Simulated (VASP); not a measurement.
Energy against volume of TiO2 (rutile). All values below come from vdW-DF-cx, VASP's PBE PAW potentials (set 64) (plane waves; VASP). Numerical set-up: 520 eV cut-off, 5×5×8 Γ-centred mesh, Gaussian smearing of 0.050 eV, potentials Ti_sv O.

Shape and ions are relaxed at each volume.

```json
[
 {"V (Å³/atom)": "10.106", "E (eV/atom)": "-7.05715"},
 {"V (Å³/atom)": "10.419", "E (eV/atom)": "-7.06453"},
 {"V (Å³/atom)": "10.732", "E (eV/atom)": "-7.05889"},
 {"V (Å³/atom)": "11.044", "E (eV/atom)": "-7.04254"}
]
```

Q: Fit these four points and predict the energy of the run at 9.794 Å³/atom.

A: A cubic in V^(−2/3), the third-order Birch-Murnaghan form, passes through the four points with V0 = 10.43 Å³/atom and B0 = 220 GPa, and gives -7.0341 eV/atom there. The run gave -7.0342 eV/atom, -0.0 meV/atom from the fit; all five points give B0 = 220 GPa.

The compound is TiO2 in the rutile structure. It was relaxed first.
